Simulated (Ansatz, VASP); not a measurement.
# LaS in two plane-wave programs, part 2 of 2

One calculation is typed for both programs; each brings its own data sets. How far apart do they land? The cell is taken from a series of runs on this material, whose earlier steps may have relaxed, scaled, displaced or heated it; both programs get it as it stands.

VASP 6.6.1 and Ansatz 0.2.0.

So far: The starting structure; VASP: zone-centre phonons, PBEsol.

## Step 3: Ansatz: zone-centre phonons, PBEsol

Level of this step: Ansatz beside VASP: Kohn-Sham DFT, plane waves, PBEsol (Ansatz).

Ansatz runs on its default PAW (the set named soft_2) files.

The same cell, functional, mesh and smearing now go to Ansatz, which takes its cutoff from its data sets.

Contents of input.yaml:

```yaml
crystal:
  lattice:
    - [0.0, 2.9028275455, 2.9028275455]
    - [2.9028275455, 0.0, 2.9028275455]
    - [2.9028275455, 2.9028275455, 0.0]
  atoms:
    - { symbol: La, position: [0.0, 0.0, 0.0] }
    - { symbol: S, position: [0.5, 0.5, 0.5] }
kpoints:
  mp_grid: { grid: [6, 6, 6] }
hamiltonian:
  xc: pbesol
scf:
  occupations: { method: methfessel_paxton, width: 0.2 }
output:
  eigenvalues: true
phonons:
  method: dfpt
  qmesh: [2, 2, 2]
  temperatures: { t_max: 1000, t_step: 50 }
  qpath:
    path:
      - [[0.0, 0.0, 0.0], [0.5, 0.0, 0.5], [0.625, 0.25, 0.625]]
      - [[0.375, 0.375, 0.75], [0.0, 0.0, 0.0], [0.5, 0.5, 0.5], [0.5, 0.25, 0.75], [0.5, 0.0, 0.5]]
    npoints: 10
```

Launch:

```bash
> ansatz run input.yaml --threads 4 --pin off --max-ram 10240MiB --backend cpu --events-out ev --progress --plain --runs-dir out
```

Numbers of over 12 decimals in the logs are rounded to 6 here.

Log:

```text
Engine: ansatz 0.2.0, aarch64-unknown-linux-gnu
Pseudopotentials: kind: paw
Pseudopotential: La, paw, valence charge 11, recommended cutoff 420 eV (normal), La.paw.azcp
Pseudopotential: S, paw, valence charge 6, recommended cutoff 420 eV (normal), S.paw.azcp
Functional definition: PBEsol
  exchange = pbesol_x
  correlation = pbesol_c
Crystal: 2 atoms, lattice volume = 48.921 Å³
Basis set: ecut = 420 eV, 941 PW (Γ), exchange–correlation on 60×60×60 points (8 copies of the dense FFT grid, shifted against one another)
Bands: 13, of which v1, the nominal top of the filled ones, is band 9 counted from 1 (8 counted from 0)
Symmetry: 48 space group operations
k-points: 16 of 216
Non-local potential: La, projectors of the file, l = 0: 3, l = 1: 2, l = 2: 2, l = 3: 3
Non-local potential: S, projectors of the file, l = 0: 2, l = 1: 2, l = 2: 2
PAW form: soft (Blöchl's): semilocal exchange-correlation on the pseudo side does not see the compensation charge
PAW frozen core: La, regenerated for the run's functional, and the local potential with it (the file was generated under x = pbe(κ = 0.804, μ = 0.219515), c = pbe(β = 0.066725))
PAW frozen core: S, regenerated for the run's functional, and the local potential with it (the file was generated under x = pbe(κ = 0.804, μ = 0.219515), c = pbe(β = 0.066725))
PAW one-centre angular grid: La, 590 points (default); XC on 64 Gauss nodes
PAW one-centre angular grid: S, 110 points (default); XC on 64 Gauss nodes
Initial density: superposition of atomic densities (neutral atoms: chi_scale 0, normalization atom), corrected by the library's trained network
Initial wavefunctions: pseudopotential atomic-orbital guess
Functional: x = pbesol(κ = 0.804, μ = 0.123457), c = pbesol(β = 0.046)
SCF iter   1: F=—  HF=-7050.684832 eV  |F-HF|=—  |Δ(HF+E_count)|=         —  Δρ=3.72e-3  dr2=1.08e-2  ethr=1.77e-3  ⟨swp⟩=5.0  Hψ=2279  notcnv=0
automatic band count: the SCF goes on with 17 bands, as 13 were too few: they end inside the smearing window of the response
preconditioner: auto → none  [insulator: Δε(μ)=0.463 eV  Ē_g=12.192 eV  σ=0.200 eV  W_gap=0.52  n_scr=14 (ndim 8)  ℏωp=20.6 eV  f_vac=0.000  D(μ)=0.93/eV (n_scr^D=0)  ε∞_Penn≈3.8]
SCF iter   2: F=—  HF=-7050.680509 eV  |F-HF|=—  |Δ(HF+E_count)|=   4.32e-3  S|Δr|=    0.00e0  Δρ=1.37e-3  dr2=1.10e-3  ethr=6.34e-5  ⟨swp⟩=2.1  Hψ=477  notcnv=0
SCF iter   3: F=—  HF=-7050.680278 eV  |F-HF|=—  |Δ(HF+E_count)|=   2.32e-4  S|Δr|=    0.00e0  Δρ=6.51e-4  dr2=1.59e-4  ethr=6.44e-6  ⟨swp⟩=2.1  Hψ=388  notcnv=0
SCF iter   4: F=—  HF=-7050.680293 eV  |F-HF|=—  |Δ(HF+E_count)|=   1.53e-5  S|Δr|=    0.00e0  Δρ=2.80e-4  dr2=2.37e-5  ethr=9.35e-7  ⟨swp⟩=2.2  Hψ=306  notcnv=0
SCF iter   5: F=—  HF=-7050.680302 eV  |F-HF|=—  |Δ(HF+E_count)|=   8.52e-6  S|Δr|=    0.00e0  Δρ=5.34e-5  dr2=7.96e-7  ethr=1.39e-7  ⟨swp⟩=2.4  Hψ=314  notcnv=0
SCF iter   6: F=—  HF=-7050.680301 eV  |F-HF|=—  |Δ(HF+E_count)|=   6.00e-7  S|Δr|=    0.00e0  Δρ=5.08e-6  dr2=8.40e-9  ethr=4.68e-9  ⟨swp⟩=2.7  Hψ=327  notcnv=0
SCF iter   7: F=—  HF=-7050.680301 eV  |F-HF|=—  |Δ(HF+E_count)|=   2.86e-9  S|Δr|=    0.00e0  Δρ=3.23e-7  dr2=1.54e-11  ethr=4.94e-11  ⟨swp⟩=2.1  Hψ=379  notcnv=0
SCF iter   8: F=-7050.680301 eV  HF=-7050.680301 eV  |F-HF|=4.55e-12  |Δ(HF+E_count)|=  1.46e-11  S|Δr|=    0.00e0  Δρ=3.29e-8  dr2=2.83e-13  ethr=1.00e-12  ⟨swp⟩=8.1  Hψ=1221  notcnv=0
SCF 1 converged in 8 iterations: F = -7050.680301 eV  dr2 = 2.83e-13
  greatest PAW one-centre occupation: 0.971 electrons in one spin orbital (limit 2), on the La atom at site 0 (counted from 0), in its partial waves of l = 0
phonons: the bands overlap, so this run is a metal and interpolates without the dipole-dipole term. If the crystal is really an insulator or semiconductor, its LO-TO splitting is missing
NSCF: frozen V_eff on 16 k-points
NSCF: frozen V_eff on 30 k-points
DFPT response loops at q = (0, 0, 0) (fractional): preconditioner auto → Kerker (q_TF=auto, 2.288 Å⁻¹) (partly filled bands, converged f_vac=0.000); β = 1.00, the filter's whole step (`scf.mixing.beta` (0.50) is not read by the response loops under this deck's `scf.mixing.preconditioner`; to damp them name `kerker` or `kerker_dos`, under which they read `scf.mixing.beta`, and type it under 1.00, their step now; both keys bind the ground state too); Broyden in place of MSR1
NSCF: frozen V_eff on 136 k-points
DFPT response loops at q = (0, 0, -0.5) (fractional): mixed as the last ones told, above
NSCF: frozen V_eff on 92 k-points
DFPT response loops at q = (0, -0.5, -0.5) (fractional): mixed as the last ones told, above
SCF converged after 8 iterations
Stability not checked: this state was not tested for a lower state beside it, because cold or Methfessel-Paxton smearing, or corrected tetrahedra, fill the levels in a way that the test cannot read (fill_not_monotonic; see scf.lower_state_search)
Free energy (F): -7050.680301 eV
Harris-Foulkes:  -7050.680301 eV  (|F-HF|=4.55e-12)
Internal energy: -7050.677790 eV  (E = F + TS)
E sigma→0 (E₀):  -7050.679673 eV
Entropy (-TS):   -0.002511 eV (-1.255 meV/atom)
Fermi energy:    12.012089 eV
--- Per-component energies (eV) ---
  E_band       = -16.840046
  E_kinetic    = 301.630198
  E_local      = -378.893868  (includes V_loc(G=0)·N_el)
  E_nonlocal   = 126.410860
  E_hartree    = 120.913744
  E_xc         = -236.138357
  E_vxc        = -236.865337  (∫ρ·V_xc dr)
  E_paw        = -5913.762838  (= ΣΔE_a)
  E_vpaw       = -70.949383  (= ΣTr[D̂ρ^β])
  E_aug_tail   = 0.000002  (compensation charges beyond the density's cutoff)
  E_ewald      = -1071.068989
  E_core_change = 0.231459  (= ΣΔE_core)
  E_smearing   = -0.002511  (= −TS)
  E_closure    = 0.000000  (closes the sum)
  Σ components = -7050.680301   (vs F -7050.680301, Δ=0.00e0)
--- Band table (eV; the first three rows and the last of 16) ---
  k-point 0: bands = [... 5 lower, 8.6860, 8.6860, 8.6860, 12.0778, 12.0778, 12.0778, 13.0853, 13.0853, ... 4 higher]
  k-point 1: bands = [... 5 lower, 7.8414, 8.1649, 8.1649, 12.0196, 12.4663, 12.4663, 13.5595, 13.5595, ... 4 higher]
  k-point 2: bands = [... 5 lower, 6.6096, 7.4242, 7.4242, 12.4745, 13.2090, 13.2090, 13.7975, 13.7975, ... 4 higher]
  k-point 15: bands = [... 5 lower, 7.4986, 8.2468, 8.2959, 11.2916, 13.2143, 13.7005, 13.7676, 13.7886, ... 4 higher]
--- Phonons (Γ-DFPT): 2 representative perturbations + reference (Σ response iterations 6) ---
  ASR residual: 2.808e-5 → 0.000e0 eV/Å²; symmetrization residual: 6.739e-7 eV/Å²
  ASR residual per site (eV/Å²): 2.81e-5 2.93e-6
  Γ frequencies (cm⁻¹): 0.00 0.00 0.00 268.02 268.02 268.02
--- Phonons (arbitrary-q DFPT): 3 irreducible q on the 2×2×2 mesh ---
  q = [0.0000, 0.0000, 0.0000] (star 1, of the zone-centre solve; hermiticity 1.96e-7, symmetrization 1.58e-13): -0.00 -0.00 -0.00 268.02 268.02 268.02
  q = [0.0000, 0.0000, -0.5000] (star 4, 2 solved perturbations on 68 of 216 k-point pairs; hermiticity 7.33e-15, symmetrization 1.67e-14): 111.83 113.29 113.29 251.52 251.52 266.30
  q = [0.0000, -0.5000, -0.5000] (star 3, 4 solved perturbations in 152 linear systems a pass and spin channel, the states on 46 of 216 k-point pairs; hermiticity 1.11e-7, symmetrization 2.63e-14): 87.63 87.63 105.08 250.64 254.50 254.50
  sum rule: each row above includes the acoustic sum rule's correction from the zone centre's row sums; it moved no ω² by more than (0.23 cm⁻¹)²
  mesh force constants: q→R imaginary residual 4.12e-17; ASR residual 2.808e-5 → 0.000e0 eV/Å²; symmetrization residual 8.882e-15 eV/Å²
  interpolated dispersion: 62 rows × 6 modes
  density of states and harmonic sums: on the 18×18×18 q-mesh, interpolated from the force constants of a 2×2×2 supercell (no non-analytic term)
  largest difference from the sums on the solved wave vectors: F 8.57e-2 eV, S 1.18e-4 and C_V 3.23e-5 eV/K
  zero-point energy: 0.065746 eV/cell   skipped modes (ω ≤ 0): 3   left out of the sums: 8.57e-5 of the cell's modes: C_V's classical limit lies that fraction below 3 k_B per atom; for a crystal, a wire or a layer, F and S can be off by more, and a phonons.interpolated_qmesh denser along its periods is the remedy for the sampling
```

## Step 4: Differences

Known differences besides the potentials themselves: VASP's run holds the zone centre alone; the cutoff is 420 eV in Ansatz and 500 eV in VASP; Ansatz makes its cores anew for this functional, VASP keeps those of its PBE data sets. Total energies have different zeros and are not compared.

The two programs side by side:

```csv
quantity,Ansatz,VASP,difference
optical mode 1 to 3 (cm⁻¹),268.0,268.1,-0.05 %
```

Modes are paired by rising frequency, not by their patterns, so a pair may set unlike modes beside each other; they are those without the splitting of longitudinal modes.

## Step 5: Summary of results

```json
{
  "r.m.s. difference of the optical zone-centre modes, each program's sorted by frequency (zone-centre phonons, PBEsol)": "0.12 cm⁻¹"
}
```

**Reading.** The r.m.s. difference of the optical zone-centre modes, each program's sorted by frequency is 0.12 cm⁻¹ (zone-centre phonons, PBEsol). Such differences can come from data sets, numerical settings and the points named under the comparisons, not from the functional's error against experiment.

[Lines on the potential files, build, host, timing and source positions are cut from VASP's logs without a mark.]

[Logs are printed without paths, hosts, clocks, repeated set-up lines and the standing remarks that a program may print on its own settings, such as how far it seeks lower states.]

[Hosts, paths, dates, database ids (printed as entryN), source tags and the programs' standing remarks are cut or masked in the printed files.]
